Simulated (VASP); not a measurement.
Data:

```
Ta
1.0
   -1.66166     1.66166     1.66166
    1.66166    -1.66166     1.66166
    1.66166     1.66166    -1.66166
Ta
1
Direct
  0.00000   0.00000   0.00000
```

All values below come from PW91 GGA, VASP's PBE PAW potentials (set 64) (plane waves; VASP 6.6.1). Settings: 520 eV cut-off, Gaussian smearing of 0.050 eV, potentials Ta_pv.

Question: Give the energies of bands 4 to 8 at the high-symmetry points, in eV from the Fermi level.

Answer: 
```csv
band,Γ,H,N,P
4,-7.77,-3.69,-4.28,-1.19
5,0.71,-3.69,-1.50,-1.19
6,0.71,6.67,1.60,-1.19
7,0.71,6.67,3.79,4.96
8,3.92,6.67,4.79,4.96
```

It has no gap at this level: it comes out as a metal or semimetal.

The compound is Ta in the bcc structure. It was relaxed first.
